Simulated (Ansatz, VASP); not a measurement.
**Cross-check of BN between VASP and Ansatz**

Wanted: the spread between two codes on one cell, functional and k mesh. The cell is taken from a series of runs on this material, whose earlier steps may have relaxed, scaled, displaced or heated it; both programs get it as it stands.

Method: plane waves, with VASP 6.6.1 beside it; zone-centre phonons at LDA, in Ansatz 0.2.0.

## Step 1: Starting point

Symmetry: F-43m, No. 216, cubic system. Conventional cell: a = 3.582 Å, b = 3.582 Å, c = 3.582 Å, α = 90.00°, β = 90.00°, γ = 90.00°. Nearest to B lie 4 N at 1.55 Å. Nearest to N lie 4 B at 1.55 Å. Farther neighbours and most contacts between anions are not listed.

Coordinates:

```xyz
2
Lattice="0.0000 1.7910 1.7910 1.7910 0.0000 1.7910 1.7910 1.7910 0.0000" Properties=species:S:1:pos:R:3 pbc="T T T"
B     0.0000    0.0000    0.0000
N     2.6865    2.6865    2.6865
```

## Step 2: VASP: zone-centre phonons, LDA

Second derivatives magnify differences that forces hide, and they need a tight electronic threshold.

Lines of VASP's logs that name or quote its potential files are left out, and so is its time.

INCAR reads:

```
SYSTEM = BN
PREC = Accurate
ENCUT = 600
EDIFF = 1E-08
NELM = 120
ISMEAR = 0
SIGMA = 0.01
LREAL = .FALSE.
ALGO = Normal
GGA = CA
NBANDS = 10
LORBIT = 11
LWAVE = .FALSE.
LCHARG = .FALSE.
ISIF = 2
IBRION = 8
LEPSILON = .TRUE.
LASPH = .TRUE.
GGA_COMPAT = .FALSE.
EFERMI = MIDGAP
```

POSCAR reads:

```
BN
1.0
    0.0000000000      1.7909829907      1.7909829907
    1.7909829907      0.0000000000      1.7909829907
    1.7909829907      1.7909829907      0.0000000000
B N
1 1
Direct
    0.0000000000      0.0000000000      0.0000000000
    0.7500000000      0.7500000000      0.7500000000
```

KPOINTS reads:

```
Automatic mesh
0
Gamma
12 12 12
0 0 0
```

Potentials, in the order of the species: B and N (LDA family, release 64).

Run with:

```console
$ mpirun -np 1 vasp_std
```

The program printed:

```text
[banner, memory and clock lines left out]
running    1 mpi-ranks, on    1 nodes
 distrk:  each k-point on    1 cores,    1 groups
 distr:  one band on    1 cores,    1 groups

 POSCAR found type information on POSCAR B N
 POSCAR found :  2 types and       2 ions
 LDA part: xc-table for (Slater(with rela. corr.)+CA(PZ))
 , standard interpolation
 POSCAR, INCAR and KPOINTS ok, starting setup
 FFT: planning ... GRIDC
 FFT: planning ... GRID_SOFT
 FFT: planning ... GRID
 WAVECAR not read
 entering main loop
       N       E                     dE             d eps       ncg     rms          rms(c)
DAV:   1     0.114395515510E+02    0.11440E+02   -0.55121E+03  1472   0.887E+02
DAV:   2    -0.200965895763E+02   -0.31536E+02   -0.30612E+02  1708   0.172E+02
DAV:   3    -0.205975132294E+02   -0.50092E+00   -0.49984E+00  1670   0.191E+01
DAV:   4    -0.205981251770E+02   -0.61195E-03   -0.61194E-03  1594   0.794E-01
DAV:   5    -0.205981257665E+02   -0.58949E-06   -0.58950E-06  1624   0.244E-02    0.664E+00
DAV:   6    -0.195674973758E+02    0.10306E+01   -0.33294E+00  1464   0.113E+01    0.315E+00
DAV:   7    -0.194489285544E+02    0.11857E+00   -0.99179E-02  1594   0.273E+00    0.179E+00
DAV:   8    -0.194165230753E+02    0.32405E-01   -0.50133E-02  1612   0.160E+00    0.188E-01
DAV:   9    -0.194163725227E+02    0.15055E-03   -0.86283E-04  1554   0.280E-01    0.815E-02
DAV:  10    -0.194163568324E+02    0.15690E-04   -0.44195E-05  1620   0.672E-02    0.138E-02
DAV:  11    -0.194163573086E+02   -0.47616E-06   -0.17383E-06  1622   0.961E-03    0.611E-03
DAV:  12    -0.194163572403E+02    0.68291E-07   -0.49295E-07  1592   0.442E-03    0.217E-04
DAV:  13    -0.194163572409E+02   -0.57003E-09   -0.76603E-09   910   0.901E-04
   1 F= -.19416357E+02 E0= -.19416357E+02  d E =0.000000E+00
 Linear response reoptimize wavefunctions to high precision
DAV:   1    -0.194163572408E+02    0.36380E-10   -0.19911E-10   978   0.172E-04
 Linear response G [H, r] |phi>, progress :
  Direction:   1
       N       E                     dE             d eps       ncg     rms
RMM:   1    -0.377551007665E+02   -0.37755E+02   -0.33486E+01  3311   0.505E+01
RMM:   2    -0.321357422305E+02    0.56194E+01   -0.16238E+00  2304   0.881E+00
RMM:   3    -0.320753306036E+02    0.60412E-01   -0.50247E-02  2432   0.353E-01
RMM:   4    -0.320708863477E+02    0.44443E-02   -0.40929E-03  2536   0.203E-02
RMM:   5    -0.320701985505E+02    0.68780E-03    0.27920E-03  2476   0.178E-03
RMM:   6    -0.320703024536E+02   -0.10390E-03    0.17747E-03  2115   0.564E-04
RMM:   7    -0.320702760593E+02    0.26394E-04    0.20903E-03  1782   0.485E-04
RMM:   8    -0.320702254835E+02    0.50576E-04    0.26143E-03  1803   0.484E-04
RMM:   9    -0.320702777172E+02   -0.52234E-04    0.20929E-03  1711   0.484E-04
RMM:  10    -0.320702219989E+02    0.55718E-04    0.26471E-03  1540   0.484E-04
 Linear response G [H, r] |phi>, progress :
  Direction:   2
       N       E                     dE             d eps       ncg     rms
RMM:   1    -0.348333305062E+02   -0.34833E+02   -0.22466E+01  3322   0.480E+01
RMM:   2    -0.326961293181E+02    0.21372E+01   -0.14331E+00  2293   0.747E+00
RMM:   3    -0.326223140909E+02    0.73815E-01   -0.55652E-02  2438   0.301E-01
RMM:   4    -0.326172905178E+02    0.50236E-02   -0.42898E-03  2587   0.175E-02
RMM:   5    -0.326165842208E+02    0.70630E-03    0.27779E-03  2499   0.153E-03
RMM:   6    -0.326166893224E+02   -0.10510E-03    0.17590E-03  2138   0.463E-04
RMM:   7    -0.326166539104E+02    0.35412E-04    0.21025E-03  1819   0.395E-04
RMM:   8    -0.326166222689E+02    0.31641E-04    0.23990E-03  1877   0.395E-04
RMM:   9    -0.326166867893E+02   -0.64520E-04    0.17813E-03  1821   0.395E-04
RMM:  10    -0.326166171118E+02    0.69678E-04    0.24381E-03  1617   0.395E-04
 Linear response G [H, r] |phi>, progress :
  Direction:   3
       N       E                     dE             d eps       ncg     rms
RMM:   1    -0.254941720859E+02   -0.25494E+02    0.72423E+01  3116   0.507E+01
RMM:   2    -0.237558631953E+02    0.17383E+01   -0.94148E-01  2271   0.844E+00
RMM:   3    -0.237537314149E+02    0.21318E-02   -0.31300E-03  2455   0.376E-01
RMM:   4    -0.237536878218E+02    0.43593E-04   -0.14925E-05  2550   0.242E-02
RMM:   5    -0.237536876524E+02    0.16934E-06   -0.16703E-06  2450   0.220E-03
RMM:   6    -0.237536876611E+02   -0.87098E-08   -0.16255E-06  2101   0.578E-04
RMM:   7    -0.237536876678E+02   -0.66983E-08   -0.16392E-06  1732   0.456E-04
RMM:   8    -0.237536876667E+02    0.11447E-08   -0.16626E-06  1720   0.452E-04
RMM:   9    -0.237536876680E+02   -0.12690E-08   -0.17255E-06  1589   0.452E-04
RMM:  10    -0.237536876676E+02    0.40503E-09   -0.20082E-06  1428   0.452E-04
 Linear response to external field (no local field effect), progress :
  Direction:   1
       N       E                     dE             d eps       ncg     rms          rms(c)
RMM:   1    -0.139425496788E+00   -0.13943E+00   -0.42959E-01  3244   0.198E+00
RMM:   2    -0.139865840774E+00   -0.44034E-03   -0.30718E-04  2320   0.145E-01
RMM:   3    -0.139866477843E+00   -0.63707E-06   -0.43684E-07  2363   0.485E-03
RMM:   4    -0.139866478564E+00   -0.72108E-09   -0.36179E-09  2138   0.230E-04
 change of polarisation eV/A/(eV/A) component  1 :     0.280     0.118     0.031
[...]
RMM:   3    -0.751869836652E-01   -0.54943E-06   -0.26659E-07  2342   0.412E-03
RMM:   4    -0.751869848748E-01   -0.12096E-08   -0.25190E-09  2158   0.204E-04
 change of polarisation eV/A/(eV/A) component  3 :     0.031    -0.040     0.150
 dielectric tensor                  component  3 :     0.494    -0.629     3.368
 Linear response to external field, progress :
  Direction:   1
       N       E                     dE             d eps       ncg     rms          rms(c)
RMM:   1    -0.117687828763E+00   -0.11769E+00   -0.35164E-01 12586   0.184E+00
RMM:   2    -0.118076006639E+00   -0.38818E-03   -0.27011E-04  9034   0.136E-01    0.575E-01
RMM:   3    -0.115797330033E+00    0.22787E-02   -0.95094E-04  8868   0.238E-01    0.337E-01
RMM:   4    -0.119495947656E+00   -0.36986E-02   -0.13995E-03  9118   0.289E-01    0.369E-02
RMM:   5    -0.119954874682E+00   -0.45893E-03   -0.14922E-05  9278   0.312E-02    0.411E-03
RMM:   6    -0.119969069189E+00   -0.14195E-04   -0.26737E-08  9402   0.170E-03    0.218E-03
RMM:   7    -0.119977833944E+00   -0.87648E-05   -0.85741E-09  9367   0.833E-04    0.965E-05
RMM:   8    -0.119978049892E+00   -0.21595E-06   -0.20598E-09  5649   0.462E-05    0.252E-05
RMM:   9    -0.119978033532E+00    0.16360E-07   -0.21576E-09  4936   0.508E-05    0.213E-06
 change of polarisation eV/A/(eV/A) component  1 :     0.226     0.041     0.026
 dielectric tensor                  component  1 :     4.565     0.644     0.409
 Linear response to external field, progress :
  Direction:   2
       N       E                     dE             d eps       ncg     rms          rms(c)
RMM:   1    -0.117687529447E+00   -0.11769E+00   -0.35164E-01 12586   0.184E+00
RMM:   2    -0.118076042720E+00   -0.38851E-03   -0.26274E-04  9030   0.136E-01    0.575E-01
RMM:   3    -0.115797367811E+00    0.22787E-02   -0.94932E-04  8876   0.238E-01    0.337E-01
RMM:   4    -0.119496048213E+00   -0.36987E-02   -0.13973E-03  9121   0.289E-01    0.369E-02
RMM:   5    -0.119955002086E+00   -0.45895E-03   -0.14880E-05  9283   0.312E-02    0.411E-03
RMM:   6    -0.119969172318E+00   -0.14170E-04   -0.25499E-08  9417   0.169E-03    0.218E-03
RMM:   7    -0.119977946090E+00   -0.87738E-05   -0.84404E-09  9360   0.832E-04    0.963E-05
RMM:   8    -0.119978152935E+00   -0.20684E-06   -0.18618E-09  5536   0.435E-05    0.261E-05
RMM:   9    -0.119978143895E+00    0.90392E-08   -0.19173E-09  5043   0.503E-05    0.231E-06
 change of polarisation eV/A/(eV/A) component  2 :     0.030     0.226     0.027
 dielectric tensor                  component  2 :     0.470     4.565     0.423
 Linear response to external field, progress :
  Direction:   3
       N       E                     dE             d eps       ncg     rms          rms(c)
RMM:   1    -0.117687695690E+00   -0.11769E+00   -0.35164E-01 12586   0.184E+00
RMM:   2    -0.118076008462E+00   -0.38831E-03   -0.26966E-04  9034   0.136E-01    0.575E-01
RMM:   3    -0.115797347852E+00    0.22787E-02   -0.95089E-04  8866   0.238E-01    0.337E-01
RMM:   4    -0.119496051064E+00   -0.36987E-02   -0.13995E-03  9122   0.289E-01    0.369E-02
RMM:   5    -0.119954963949E+00   -0.45891E-03   -0.14922E-05  9279   0.312E-02    0.411E-03
RMM:   6    -0.119969170267E+00   -0.14206E-04   -0.26850E-08  9405   0.170E-03    0.218E-03
RMM:   7    -0.119977934046E+00   -0.87638E-05   -0.85458E-09  9367   0.833E-04    0.960E-05
RMM:   8    -0.119978141624E+00   -0.20758E-06   -0.20304E-09  5529   0.449E-05    0.265E-05
RMM:   9    -0.119978133826E+00    0.77979E-08   -0.21016E-09  5089   0.521E-05    0.235E-06
 change of polarisation eV/A/(eV/A) component  3 :     0.025     0.042     0.226
 dielectric tensor                  component  3 :     0.393     0.659     4.565
 Linear response DOF=           2
 Linear response progress:
  Degree of freedom:   1/  2
       N       E                     dE             d eps       ncg     rms          rms(c)
RMM:   1    -0.419424465913E-01   -0.41942E-01   -0.25341E-02 14145   0.135E+00
RMM:   2    -0.362787115326E-01    0.56637E-02    0.68340E-04  8607   0.242E-01    0.148E-01
RMM:   3    -0.363316711800E-01   -0.52960E-04    0.28928E-04  8929   0.787E-02    0.832E-02
RMM:   4    -0.366301680490E-01   -0.29850E-03    0.14932E-04  8956   0.895E-02    0.765E-03
RMM:   5    -0.366465158277E-01   -0.16348E-04    0.39018E-05  9198   0.728E-03    0.111E-03
RMM:   6    -0.366477439952E-01   -0.12282E-05    0.50389E-06  9197   0.529E-04    0.414E-04
RMM:   7    -0.366457905051E-01    0.19535E-05    0.20623E-06  9310   0.396E-04    0.437E-05
RMM:   8    -0.366458234795E-01   -0.32974E-07    0.24991E-06  9330   0.381E-05    0.103E-05
RMM:   9    -0.366457732262E-01    0.50253E-07    0.24697E-06  9505   0.218E-05    0.848E-07
RMM:  10    -0.366457837655E-01   -0.10539E-07    0.23611E-06  6255   0.147E-05    0.336E-07
RMM:  11    -0.366457786852E-01    0.50803E-08    0.24352E-06  5211   0.147E-05    0.104E-08
 first order change of Fermi-energy  -0.23010E+01
 force on displaced ion       1 direction 1 : -25.638   0.000   0.000
 Born effective charge ion    1 direction 1 :   1.873   0.000   0.000
 Linear response progress:
  Degree of freedom:   2/  2
       N       E                     dE             d eps       ncg     rms          rms(c)
RMM:   1    -0.229946336247E+00   -0.22995E+00    0.10404E-01 11337   0.332E+00
RMM:   2    -0.224060609872E+00    0.58857E-02   -0.22432E-03  8647   0.440E-01    0.231E-01
RMM:   3    -0.225020812202E+00   -0.96020E-03   -0.45650E-04  8354   0.161E-01    0.125E-01
RMM:   4    -0.227061582995E+00   -0.20408E-02   -0.42243E-04  8087   0.157E-01    0.232E-02
RMM:   5    -0.227117380949E+00   -0.55798E-04   -0.15777E-05  9272   0.231E-02    0.875E-04
RMM:   6    -0.227124706053E+00   -0.73251E-05   -0.27534E-06  9115   0.115E-03    0.404E-04
RMM:   7    -0.227122713323E+00    0.19927E-05   -0.22837E-06  9381   0.397E-04    0.466E-05
RMM:   8    -0.227122504770E+00    0.20855E-06   -0.21774E-06  9348   0.536E-05    0.195E-05
RMM:   9    -0.227122433675E+00    0.71095E-07   -0.20670E-06  9626   0.494E-05    0.935E-07
RMM:  10    -0.227122444100E+00   -0.10425E-07   -0.21734E-06  7223   0.361E-05    0.457E-07
RMM:  11    -0.227122420829E+00    0.23271E-07   -0.19223E-06  6399   0.361E-05    0.218E-08
 first order change of Fermi-energy   0.23012E+01
 force on displaced ion       2 direction 1 : -25.626   0.000   0.000
 Born effective charge ion    2 direction 1 :  -1.873   0.000   0.000
 Born effective charges drift removed
 Linear response finished
```

From OUTCAR (step 2):

```text
ion  position               nearest neighbor table
   1  0.000  0.000  0.000-   2 1.55   2 1.55   2 1.55   2 1.55
   2  0.750  0.750  0.750-   1 1.55   1 1.55   1 1.55   1 1.55

  LATTYP: Found a face centered cubic cell.
 ALAT       =     3.5819659814

 Subroutine GETGRP returns: Found 24 space group operations
 (whereof 24 operations were pure point group operations)

The static configuration has the point symmetry T_d .

 Found     72 irreducible k-points:

   k-points           NKPTS =     72   k-points in BZ     NKDIM =     72   number of bands    NBANDS=     10

   dimension x,y,z NGX =    20 NGY =   20 NGZ =   20
   dimension x,y,z NGXF=    40 NGYF=   40 NGZF=   40

   ENCUT  =  600.0 eV  44.10 Ry    6.64 a.u.   5.06  5.06  5.06*2*pi/ulx,y,z

   NELECT =       8.0000    total number of electrons

 k-points in reciprocal lattice and weights: Automatic mesh
   0.00000000  0.00000000  0.00000000       0.001
   0.08333333  0.00000000  0.00000000       0.005
   0.16666667  0.00000000  0.00000000       0.005
   0.25000000  0.00000000  0.00000000       0.005
   0.33333333  0.00000000  0.00000000       0.005
   0.41666667  0.00000000  0.00000000       0.005
   0.50000000  0.00000000  0.00000000       0.002
   0.08333333  0.08333333  0.00000000       0.003
   0.16666667  0.08333333  0.00000000       0.014
[...]
-0.33333333  0.50000000  0.16666667       0.007
  -0.25000000  0.50000000  0.25000000       0.003

 average (electrostatic) potential at core
       1 -29.1888       2 -59.7870

  Total        0.0179515      0.0179515      0.0179515      0.0000000     -0.0000000      0.0000000
  in kB        2.5032712      2.5032712      2.5032712      0.0000000     -0.0000000      0.0000000
  external PRESSURE =       2.5032712 kB  Pullay stress =       0.0000000 kB

  energy-cutoff  :      600.00
  volume of cell :       11.49
      direct lattice vectors                 reciprocal lattice vectors
     0.000000000  1.790982991  1.790982991    -0.279176297  0.279176297  0.279176297
     1.790982991  0.000000000  1.790982991     0.279176297 -0.279176297  0.279176297
     1.790982991  1.790982991  0.000000000     0.279176297  0.279176297 -0.279176297

 POSITION                                       TOTAL-FORCE (eV/Angst)
 -----------------------------------------------------------------------------------
      0.00000      0.00000      0.00000         0.000000      0.000000      0.000000
      2.68647      2.68647      2.68647        -0.000000     -0.000000     -0.000000
 -----------------------------------------------------------------------------------
    total drift:                                0.000000      0.000000      0.000000

 MACROSCOPIC STATIC DIELECTRIC TENSOR (including local field effects in DFT)
 ------------------------------------------------------
           4.564910    -0.000000     0.000000
          -0.000000     4.564910    -0.000000
           0.000000     0.000000     4.564910
 ------------------------------------------------------

 PIEZOELECTRIC TENSOR (including local field effects)  for field in x, y, z        (C/m^2)
          XX          YY          ZZ          XY          YZ          ZX
  --------------------------------------------------------------------------------
  x    -0.00000    -0.00000    -0.00000     0.00000     1.02931     0.00000
  y     0.00000     0.00000     0.00000     0.00000     0.00000     1.02931
  z     0.00000     0.00000     0.00000     1.02931     0.00000     0.00000

 BORN EFFECTIVE CHARGES (including local field effects) (in |e|, cummulative output)
 ---------------------------------------------------------------------------------
 ion    1
    1     1.87353     0.00000     0.00000
    2     0.00000     1.87353    -0.00000
    3     0.00000    -0.00000     1.87353
 ion    2
    1    -1.87353     0.00000    -0.00000
    2     0.00000    -1.87353     0.00000
    3    -0.00000     0.00000    -1.87353

 Eigenvectors and eigenvalues of the dynamical matrix
 ----------------------------------------------------

   1 f  =   32.045320 THz   201.346684 2PiTHz 1068.916817 cm-1   132.528735 meV
             X         Y         Z           dx          dy          dz
      0.000000  0.000000  0.000000    -0.751265    0.000000    0.000000
      2.686474  2.686474  2.686474     0.660001    0.000000    0.000000

   2 f  =   32.045320 THz   201.346684 2PiTHz 1068.916817 cm-1   132.528735 meV
             X         Y         Z           dx          dy          dz
      0.000000  0.000000  0.000000     0.000000    0.751265    0.000000
      2.686474  2.686474  2.686474     0.000000   -0.660001    0.000000

   3 f  =   32.045320 THz   201.346684 2PiTHz 1068.916817 cm-1   132.528735 meV
             X         Y         Z           dx          dy          dz
      0.000000  0.000000  0.000000     0.000000    0.000000    0.751265
      2.686474  2.686474  2.686474     0.000000    0.000000   -0.660001

   4 f/i=    0.003737 THz     0.023481 2PiTHz    0.124657 cm-1     0.015456 meV
             X         Y         Z           dx          dy          dz
      0.000000  0.000000  0.000000     0.000000    0.000000   -0.660001
      2.686474  2.686474  2.686474     0.000000    0.000000   -0.751265

   5 f/i=    0.003737 THz     0.023481 2PiTHz    0.124657 cm-1     0.015456 meV
             X         Y         Z           dx          dy          dz
      0.000000  0.000000  0.000000    -0.660001    0.000000    0.000000
      2.686474  2.686474  2.686474    -0.751265    0.000000    0.000000

   6 f/i=    0.003737 THz     0.023481 2PiTHz    0.124657 cm-1     0.015456 meV
             X         Y         Z           dx          dy          dz
      0.000000  0.000000  0.000000     0.000000   -0.660001    0.000000
      2.686474  2.686474  2.686474     0.000000   -0.751265    0.000000

 MACROSCOPIC STATIC DIELECTRIC TENSOR IONIC CONTRIBUTION
 ------------------------------------------------------
           2.156769     0.000000     0.000000
           0.000000     2.156769     0.000000
           0.000000     0.000000     2.156769
 ------------------------------------------------------

 ELASTIC MODULI CONTR FROM IONIC RELAXATION (kBar)
 Direction    XX          YY          ZZ          XY          YZ          ZX
 --------------------------------------------------------------------------------
 XX          -0.0000      0.0000      0.0000      0.0000     -0.0000      0.0000
 YY           0.0000     -0.0000      0.0000      0.0000      0.0000     -0.0000
 ZZ           0.0000      0.0000     -0.0000     -0.0000      0.0000      0.0000
 XY           0.0000      0.0000     -0.0000    -39.6197     -0.0000     -0.0000
 YZ          -0.0000      0.0000      0.0000     -0.0000    -39.6197     -0.0000
 ZX           0.0000     -0.0000      0.0000     -0.0000     -0.0000    -39.6197
 --------------------------------------------------------------------------------

 PIEZOELECTRIC TENSOR IONIC CONTR  for field in x, y, z        (C/m^2)
          XX          YY          ZZ          XY          YZ          ZX
  --------------------------------------------------------------------------------
  x    -0.00000     0.00000     0.00000    -0.00000    -0.27506    -0.00000
  y     0.00000    -0.00000     0.00000    -0.00000    -0.00000    -0.27506
  z     0.00000     0.00000    -0.00000    -0.27506    -0.00000    -0.00000
```

(Continued in part 2 of 2.)

[Lines on the potential files, build, host, timing and source positions are cut from VASP's logs without a mark.]

[Logs are printed without paths, hosts, clocks, repeated set-up lines and the standing remarks that a program may print on its own settings, such as how far it seeks lower states.]

[Hosts, paths, dates, database ids (printed as entryN), source tags and the programs' standing remarks are cut or masked in the printed files.]
